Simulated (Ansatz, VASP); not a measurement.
## Tl (hcp): VASP beside Ansatz

Aim: how closely do two programs agree when they are given the same cell, functional and k mesh? The two relaxations start from unlike cells of this crystal (the structure described is Ansatz's start), so only their ends are compared.

Main program and level: Ansatz 0.2.0; plane waves, with VASP 6.6.1 beside it; relaxation of cell and atoms at PBE.

## (1) The starting structure

The structure is hexagonal, space group P6_3/mmc (No. 194). The conventional cell has a = 3.438 Å, b = 3.438 Å, c = 5.478 Å, α = 90.00°, β = 90.00°, γ = 120.00°. Tl has 12 Tl at 3.38 to 3.44 Å nearest.

## (2) Ansatz: relaxation of cell and atoms, PBE

Ansatz runs on its default PAW (the set named soft_2) files.

The relaxed volume is the usual yardstick between codes: in a stiff, nearly cubic crystal its relative difference is about their pressure difference at one cell divided by the bulk modulus.

input.yaml reads:

```yaml
crystal:
  lattice:
    - [3.438, 0.0, 0.0]
    - [-1.719, 2.9773953382, 0.0]
    - [0.0, 0.0, 5.478]
  atoms:
    - { symbol: Tl, position: [0.3333333333, 0.6666666667, 0.25] }
    - { symbol: Tl, position: [0.6666666667, 0.3333333333, 0.75] }
basis:
  ecutwfc: 420
  xc_grid: 2
hamiltonian:
  xc: pbe
kpoints:
  mp_grid: { grid: [13, 13, 7] }
scf:
  occupations: { method: fermi_dirac, width: 0.05 }
  max_iter: 150
output:
  forces: true
  stress: true
relax:
  f_tol: 0.01
  max_steps: 60
  cell: {}
checkpoint:
  write: "../pbe.run"
  compress: false
  write_wavefunctions: false
  write_every: 100000
```

Started as:

```bash
ansatz run input.yaml --threads 1 --pin off --max-ram 2826MiB --backend cpu --events-out ev --progress --plain --runs-dir out
```

Numbers of over 12 decimals in the logs are rounded to 6 here.

What it wrote:

```text
Engine: ansatz 0.2.0, x86_64-unknown-linux-gnu
Pseudopotentials: kind: paw
Pseudopotential: Tl, paw, valence charge 13, recommended cutoff 420 eV (normal), Tl.paw.azcp
Functional definition: PBE
  parameter kappa = 0.804
  parameter beta = 0.066725
  exchange = pbe_x(kappa = kappa, mu = beta*pi^2/3)
  correlation = pbe_c(beta = beta)
Crystal: 2 atoms, lattice volume = 56.074 Å³
Basis set: ecut = 420 eV, 1087 PW (Γ), exchange–correlation on 48×48×80 points (8 copies of the dense FFT grid, shifted against one another)
Bands: 17, of which v1, the nominal top of the filled ones, is band 13 counted from 1 (12 counted from 0)
Symmetry: 24 space group operations
Space group: P63/mmc (ITA 194), of the structure as read, at distance tolerance 3.8e-5 Å
k-points: 84 of 1183
Non-local potential: Tl, projectors of the file, l = 0: 2, l = 1: 2, l = 2: 2, l = 3: 1
PAW form: soft (Blöchl's): semilocal exchange-correlation on the pseudo side does not see the compensation charge
PAW one-centre angular grid: Tl, 590 points (default); XC on 64 Gauss nodes
Initial density: superposition of atomic densities (neutral atoms: chi_scale 0, normalization atom), corrected by the library's trained network
Initial wavefunctions: pseudopotential atomic-orbital guess
Functional: x = pbe(κ = 0.804, μ = 0.219515), c = pbe(β = 0.066725)
SCF iter   1: F=—  HF=-22888.234773 eV  |F-HF|=—  |Δ(HF+E_count)|=         —  Δρ=5.96e-4  dr2=1.98e-4  ethr=1.77e-3  ⟨swp⟩=6.1  Hψ=7184  notcnv=0
preconditioner: auto → Kerker (q_TF=auto, 2.400 Å⁻¹)  [metal: Δε(μ)=0.070 eV  Ē_g=13.848 eV  σ=0.050 eV  W_gap=0.32  n_scr=10 (ndim 8)  ℏωp=25.3 eV  f_vac=0.000  D(μ)=0.82/eV (n_scr^D=2)]
SCF iter   2: F=—  HF=-22888.233076 eV  |F-HF|=—  |Δ(HF+E_count)|=   1.70e-3  Δρ=3.83e-4  dr2=8.78e-5  ethr=7.61e-7  ⟨swp⟩=2.3  Hψ=3052  notcnv=0
SCF iter   3: F=—  HF=-22888.233117 eV  |F-HF|=—  |Δ(HF+E_count)|=   4.15e-5  Δρ=1.29e-4  dr2=1.30e-5  ethr=3.38e-7  ⟨swp⟩=2.0  Hψ=1627  notcnv=0
SCF iter   4: F=—  HF=-22888.233116 eV  |F-HF|=—  |Δ(HF+E_count)|=   1.67e-6  Δρ=4.87e-5  dr2=7.91e-7  ethr=5.02e-8  ⟨swp⟩=3.0  Hψ=2516  notcnv=0
iter 5 did not close the SCF: its close was put off for the readings that it lacked (scf_convergence_deferred on its scf_iter line)
SCF iter   5: F=-22888.233116 eV  HF=-22888.233116 eV  |F-HF|=3.52e-8  |Δ(HF+E_count)|=   7.14e-7  Δρ=1.18e-5  dr2=7.11e-8  ethr=3.04e-9  ⟨swp⟩=2.0  Hψ=2513  notcnv=0
SCF iter   6: F=-22888.233116 eV  HF=-22888.233116 eV  |F-HF|=4.67e-9  |Δ(HF+E_count)|=   6.33e-9  Δρ=3.81e-6  dr2=7.48e-9  ethr=2.74e-10  ⟨swp⟩=2.0  Hψ=4526  notcnv=0
SCF 1 converged in 6 iterations: F = -22888.233116 eV  dr2 = 7.48e-9
  greatest PAW one-centre occupation: 0.962 electrons in one spin orbital (limit 2), on the Tl atom at site 1 (counted from 0), in its partial waves of l = 2
relax step   1: F+E_penalty+E_count = -22888.23311635 eV  Δ(F+E_penalty+E_count) = +0.000e0 eV  max|allowed force component| = 5.435e-17 eV/Å  Δτ_max = 0.0000 Å  P = +4.083 GPa  Ω = 56.074 Å³  (6 SCF iters, dr2 threshold 1.00e-7 eV, accepted)
[...]
relax step   2: F+E_penalty+E_count = -22888.30842967 eV  Δ(F+E_penalty+E_count) = -7.531e-2 eV  max|allowed force component| = 5.609e-17 eV/Å  Δτ_max = 0.0000 Å  P = +0.463 GPa  Ω = 61.785 Å³  energy of the carried Pulay correction = -1.554e-3 eV  (5 SCF iters, dr2 threshold 2.00e-7 eV, accepted)
[...]
relax step   3: F+E_penalty+E_count = -22888.31160685 eV  Δ(F+E_penalty+E_count) = -3.177e-3 eV  max|allowed force component| = 1.868e-17 eV/Å  Δτ_max = 0.0000 Å  P = +0.095 GPa  Ω = 62.678 Å³  energy of the carried Pulay correction = -1.775e-3 eV  (4 SCF iters, dr2 threshold 2.00e-7 eV, accepted)
[...]
relax step   4: F+E_penalty+E_count = -22888.31239142 eV  Δ(F+E_penalty+E_count) = -7.846e-4 eV  max|allowed force component| = 2.313e-17 eV/Å  Δτ_max = 0.0000 Å  P = +0.060 GPa  Ω = 62.877 Å³  energy of the carried Pulay correction = -1.823e-3 eV  (4 SCF iters, dr2 threshold 1.43e-7 eV, accepted)
[...]
relax step   5: F+E_penalty+E_count = -22888.31238926 eV  Δ(F+E_penalty+E_count) = +2.158e-6 eV  max|allowed force component| = 1.850e-17 eV/Å  Δτ_max = 0.0000 Å  P = -0.000 GPa  Ω = 63.012 Å³  energy of the carried Pulay correction = -1.856e-3 eV  (4 SCF iters, dr2 threshold 2.02e-8 eV, accepted)
[...]
relax step   6: F+E_penalty+E_count = -22888.31390936 eV  Δ(F+E_penalty+E_count) = -1.520e-3 eV  max|allowed force component| = 1.850e-17 eV/Å  Δτ_max = 0.0000 Å  P = -0.019 GPa  Ω = 63.012 Å³  stress off target by 2.22e-2 GPa  SCF on the basis re-selected at this cell (its energy is not comparable with the rows above)  (6 SCF iters)
basis re-selected at this cell: Δ(F+E_penalty+E_count) = -1.520e-3 eV, ΔP = -0.019 GPa vs the last step (what re-selecting the basis moved, of the pressure what is left beyond the Pulay correction that the steps carried, after the strain that the cell walked since its last selection, with what the two solves' SCF thresholds leave and, on support functions, any second-order correction that the steps lacked; it is no measure of the basis error at this ecutwfc). The dense FFT grid was sized anew with the basis: this SCF ran on 25×25×40 points, the steps before it on 24×24×40, so part of this shift can come from that change (see relax.cell in the input reference). [rest of the remark cut]
SCF converged after 6 iterations
Free energy (F): -22888.313909 eV
Harris-Foulkes:  -22888.313909 eV  (|F-HF|=1.46e-11)
Internal energy: -22888.307928 eV  (E = F + TS)
E sigma→0 (E₀):  -22888.310919 eV
Entropy (-TS):   -0.005981 eV (-2.991 meV/atom)
Fermi energy:    9.096801 eV
--- Per-component energies (eV) ---
  E_band       = -15.847335
  E_kinetic    = 666.015976
  E_local      = -1863.245293  (includes V_loc(G=0)·N_el)
  E_nonlocal   = 634.253336
  E_hartree    = 687.792892
  E_xc         = -461.034593
  E_vxc        = -283.634193  (∫ρ·V_xc dr)
  E_paw        = -20327.876742  (= ΣΔE_a)
  E_vpaw       = -544.822962  (= ΣTr[D̂ρ^β])
  E_aug_tail   = 0.000067  (compensation charges beyond the density's cutoff)
  E_ewald      = -2224.213570
  E_smearing   = -0.005981  (= −TS)
  E_closure    = 0.000000  (closes the sum)
  Σ components = -22888.313909   (vs F -22888.313909, Δ=0.00e0)
--- Forces (eV/Å), atoms counted from 1 ---
  atom   1  Tl    -0.00000000     0.00000000     0.00000000
  atom   2  Tl     0.00000000    -0.00000000    -0.00000000
  max |Σ_I F_I| component: 2.31e-18 eV/Å
--- Stress (GPa, compression-positive) ---
       -0.022198       0.000000       0.000000
        0.000000      -0.022198       0.000000
        0.000000       0.000000      -0.011492
  P = ⅓ Tr σ = -0.0186 GPa (-0.186 kbar)
--- Relaxed structure (5 steps of the walk, 5 accepted, 1 SCFs on fresh bases) ---
  F+E_penalty+E_count = -22888.31390936 eV   max|allowed force component| = 1.850e-17 eV/Å   (the final SCF, on the basis selected at the relaxed cell)
  cell:  # Å, volume = 63.0118 Å³
    - [3.617622, 0, -4.2714446533097044e-18]
    - [-1.808811, 3.132953, 2.135722326654856e-18]
    - [-6.805984238183069e-18, 0, 5.559613]
  atoms:
    - { symbol: Tl, position: [0.333333, 0.666667, 0.25] }
    - { symbol: Tl, position: [0.666667, 0.333333, 0.75] }
```

## (3) VASP: relaxation of cell and atoms, PBE

Its own start cell and the same functional, mesh and smearing now go to VASP, with its own data sets.

Lines of VASP's logs that name or quote its potential files are left out, and so is its time.

INCAR reads:

```
SYSTEM = Tl
PREC = Accurate
ENCUT = 500
EDIFF = 1E-07
NELM = 120
ISMEAR = -1
SIGMA = 0.05
LREAL = .FALSE.
ALGO = Normal
GGA = PE
NBANDS = 19
LORBIT = 11
LWAVE = .FALSE.
LCHARG = .FALSE.
ISIF = 3
IBRION = 2
NSW = 80
EDIFFG = -0.005
LASPH = .TRUE.
GGA_COMPAT = .FALSE.
NELMIN = 4
```

POSCAR reads:

```
Tl
1.0
    3.6165632772      0.0000000000      0.0000000000
   -1.8082816386      3.1320352807      0.0000000000
    0.0000000000      0.0000000000      5.5594936121
Tl
2
Direct
    0.3333333333      0.6666666667      0.2500000000
    0.6666666667      0.3333333333      0.7500000000
```

KPOINTS reads:

```
Automatic mesh
0
Gamma
13 13 7
0 0 0
```

PAW data sets: Tl_d (PBE family, release 64).

Started as:

```bash
mpirun -np 1 vasp_std
```

What it wrote:

```text
[banner, memory and clock lines left out]
running    1 mpi-ranks, on    1 nodes
 distrk:  each k-point on    1 cores,    1 groups
 distr:  one band on    1 cores,    1 groups

 POSCAR found type information on POSCAR Tl
 POSCAR found :  1 types and       2 ions
 LDA part: xc-table for (Slater+PW92), standard interpolation
 POSCAR, INCAR and KPOINTS ok, starting setup
 FFT: planning ... GRIDC
 FFT: planning ... GRID_SOFT
 FFT: planning ... GRID
 WAVECAR not read
 entering main loop
       N       E                     dE             d eps       ncg     rms          rms(c)
DAV:   1     0.126208160529E+03    0.12621E+03   -0.13859E+04  3208   0.124E+03
DAV:   2    -0.206348532730E+01   -0.12827E+03   -0.12607E+03  3452   0.273E+02
DAV:   3    -0.448902124566E+01   -0.24255E+01   -0.24172E+01  3665   0.331E+01
DAV:   4    -0.450471305359E+01   -0.15692E-01   -0.15690E-01  3415   0.285E+00
DAV:   5    -0.450495445176E+01   -0.24140E-03   -0.24140E-03  3529   0.347E-01    0.228E+00
DAV:   6    -0.446959873179E+01    0.35356E-01   -0.65824E-02  3387   0.197E+00    0.165E+00
DAV:   7    -0.446376662893E+01    0.58321E-02   -0.26463E-02  3339   0.125E+00    0.650E-01
DAV:   8    -0.446345645590E+01    0.31017E-03   -0.16424E-03  3333   0.307E-01    0.336E-02
DAV:   9    -0.446346396045E+01   -0.75045E-05   -0.14495E-05  3571   0.318E-02    0.138E-02
DAV:  10    -0.446346969986E+01   -0.57394E-05   -0.54137E-06  3416   0.189E-02    0.921E-04
DAV:  11    -0.446346980628E+01   -0.10642E-06   -0.15707E-07  2740   0.247E-03    0.520E-04
DAV:  12    -0.446346985963E+01   -0.53350E-07   -0.22041E-08  1779   0.117E-03
   1 F= -.44634699E+01 E0= -.44604915E+01  d E =-.446347E+01
 curvature:   0.00 expect dE= 0.000E+00 dE for cont linesearch  0.000E+00
 trial: gam= 0.00000 g(F)=  0.238E-45 g(S)=  0.280E-04 ort = 0.000E+00 (trialstep = 0.100E+01)
 search vector abs. value=  0.280E-04
 bond charge predicted
       N       E                     dE             d eps       ncg     rms          rms(c)
DAV:   1    -0.446409629924E+01   -0.62649E-03   -0.10866E-02  3252   0.855E-01    0.143E-01
DAV:   2    -0.446355694696E+01    0.53935E-03   -0.10858E-03  3237   0.256E-01    0.450E-02
DAV:   3    -0.446348664467E+01    0.70302E-04   -0.23194E-04  3282   0.121E-01    0.339E-02
DAV:   4    -0.446348786074E+01   -0.12161E-05   -0.95924E-06  3289   0.168E-02    0.388E-03
DAV:   5    -0.446348721843E+01    0.64231E-06   -0.27895E-06  3339   0.131E-02    0.228E-03
DAV:   6    -0.446348729382E+01   -0.75382E-07   -0.82390E-08  1836   0.224E-03
   2 F= -.44634873E+01 E0= -.44605039E+01  d E =-.174342E-04
 trial-energy change:   -0.000017  1 .order   -0.000017   -0.000028   -0.000006
 step:   1.2957(harm=  1.2957)  dis= 0.00000  next Energy=    -4.463488 (dE=-0.181E-04)
 reached required accuracy - stopping structural energy minimisation
```

OUTCAR, selected parts (step 3):

```text
ion  position               nearest neighbor table
   1  0.333  0.667  0.250-   2 3.48   2 3.48   2 3.48   2 3.48   2 3.48   2 3.48
   2  0.667  0.333  0.750-   1 3.48   1 3.48   1 3.48   1 3.48   1 3.48   1 3.48

  LATTYP: Found a hexagonal cell.
 ALAT       =     3.6165632772
 C/A-ratio  =     1.5372311186

 Subroutine GETGRP returns: Found 24 space group operations
 (whereof 12 operations were pure point group operations)

The static configuration has the point symmetry D_3d.
 The point group associated with its full space group is D_6h.

 Found     84 irreducible k-points:

   k-points           NKPTS =     84   k-points in BZ     NKDIM =     84   number of bands    NBANDS=     19

   dimension x,y,z NGX =    28 NGY =   28 NGZ =   42
   dimension x,y,z NGXF=    56 NGYF=   56 NGZF=   84

   ENCUT  =  500.0 eV  36.75 Ry    6.06 a.u.   6.59  6.59 10.14*2*pi/ulx,y,z

   NELECT =      26.0000    total number of electrons

 k-points in reciprocal lattice and weights: Automatic mesh
   0.00000000  0.00000000  0.00000000       0.001
   0.07692308  0.00000000  0.00000000       0.005
   0.15384615  0.00000000  0.00000000       0.005
   0.23076923 -0.00000000  0.00000000       0.005
   0.30769231  0.00000000  0.00000000       0.005
   0.38461538  0.00000000  0.00000000       0.005
   0.46153846  0.00000000  0.00000000       0.005
   0.07692308  0.07692308  0.00000000       0.005
   0.15384615  0.07692308  0.00000000       0.010
[...]
0.38461538  0.23076923  0.42857143       0.010
   0.30769231  0.30769231  0.42857143       0.010

 average (electrostatic) potential at core
       1 -83.9579       2 -83.9579

 E-fermi :   5.6268

 k-point     1 :       0.0000    0.0000    0.0000
  band No.  band energies     occupation
    ...
      9      -5.4705      2.00000
     10      -5.4705      2.00000
     11      -3.8101      2.00000
     12       0.8193      2.00000
     13       3.2844      2.00000
     14      12.5530      0.00000
     15      12.5530      0.00000
     16      14.5441      0.00000
     17      14.5441      0.00000
     18      15.4086      0.00000
    ...

 k-point     2 :       0.0769    0.0000    0.0000
  band No.  band energies     occupation
    ...
      9      -5.4873      2.00000
     10      -5.4660      2.00000
     11      -3.7107      2.00000
     12       0.8811      2.00000
     13       3.4103      2.00000
     14      11.4071      0.00000
     15      12.1062      0.00000
     16      13.6998      0.00000
     17      14.8093      0.00000
     18      15.9129      0.00000
    ...

 k-point     3 :       0.1538    0.0000    0.0000
  band No.  band energies     occupation
    ...
      9      -5.5303      2.00000
     10      -5.4550      2.00000
     11      -3.4096      2.00000
     12       1.0646      2.00000
     13       3.7795      2.00000
     14       9.4705      0.00000
     15      11.2771      0.00000
     16      12.4345      0.00000
     17      14.9252      0.00000
     18      14.9632      0.00000
    ...

  Total       -0.0055233     -0.0055233     -0.0024008      0.0000000     -0.0000000      0.0000000
  in kB       -0.1407240     -0.1407239     -0.0611694      0.0000000     -0.0000000      0.0000000
  external PRESSURE =      -0.1142058 kB  Pullay stress =       0.0000000 kB

  energy-cutoff  :      500.00
  volume of cell :       62.88
      direct lattice vectors                 reciprocal lattice vectors
     3.614843258  0.000000000  0.000000000     0.276637168  0.159716563  0.000000000
    -1.807421629  3.130545701 -0.000000000     0.000000000  0.319433126  0.000000000
     0.000000000  0.000000000  5.556870687    -0.000000000  0.000000000  0.179957400

 POSITION                                       TOTAL-FORCE (eV/Angst)
 -----------------------------------------------------------------------------------
     -0.00000      2.08703      1.38922         0.000000     -0.000000      0.000000
      1.80742      1.04352      4.16765        -0.000000      0.000000      0.000000
 -----------------------------------------------------------------------------------
    total drift:                               -0.000000      0.000000      0.000000

  FREE ENERGIE OF THE ION-ELECTRON SYSTEM (eV)
  ---------------------------------------------------
  free  energy   TOTEN  =        -4.4634872938 eV

  energy  without entropy=       -4.4575206036  energy(sigma->0) =       -4.46050395

 reached required accuracy - stopping structural energy minimisation

 total charge
# of ion       s       p       d       tot
------------------------------------------
    1        1.190   0.356   9.637  11.184
    2        1.190   0.356   9.637  11.184
--------------------------------------------------
tot          2.380   0.713  19.275  22.368

[... 3 further parts left out ...]
```

CONTCAR:

```
Tl
   1.00000000000000
     3.6148432579314789    0.0000000000000000    0.0000000000000000
    -1.8074216289657394    3.1305457008774034   -0.0000000000000000
     0.0000000000000000    0.0000000000000000    5.5568706873627338
  Tl
     2
Direct
     0.3333333332999970    0.6666666667000030    0.2500000000000000
     0.6666666667000030    0.3333333332999970    0.7500000000000000
```

The run keeps the 24 symmetry operations of its start, so it cannot find a distortion of lower symmetry.

## (4) Side by side

Known differences besides the potentials themselves: the cutoff is 420 eV in Ansatz and 500 eV in VASP; Ansatz adds a Pulay correction to the stress that steers its cell, VASP none. Total energies have different zeros and are not compared.

The two programs side by side:

```tsv
quantity	Ansatz	VASP	difference
volume (Å³)	63.01	62.88	+0.20 %
edge a after relaxation, in the typed setting (Å)	3.618	3.615	+0.08 %
edge c after relaxation, in the typed setting (Å)	5.560	5.557	+0.05 %
```

## (5) Results

| Quantity | Value |
| --- | --- |
| difference in volume (relaxation of cell and atoms, PBE) | 0.20 % |

**Reading.** The difference in volume is 0.20 % (relaxation of cell and atoms, PBE), within the 1.2 % picked in this series as the mark of a large difference, as far as the stopping tolerances let one tell. How closely two codes agree says nothing of how well the functional describes the real material.

[Lines on the potential files, build, host, timing and source positions are cut from VASP's logs without a mark.]

[Logs are printed without paths, hosts, clocks, repeated set-up lines and the standing remarks that a program may print on its own settings, such as how far it seeks lower states.]

[Hosts, paths, dates, database ids (printed as entryN), source tags and the programs' standing remarks are cut or masked in the printed files.]
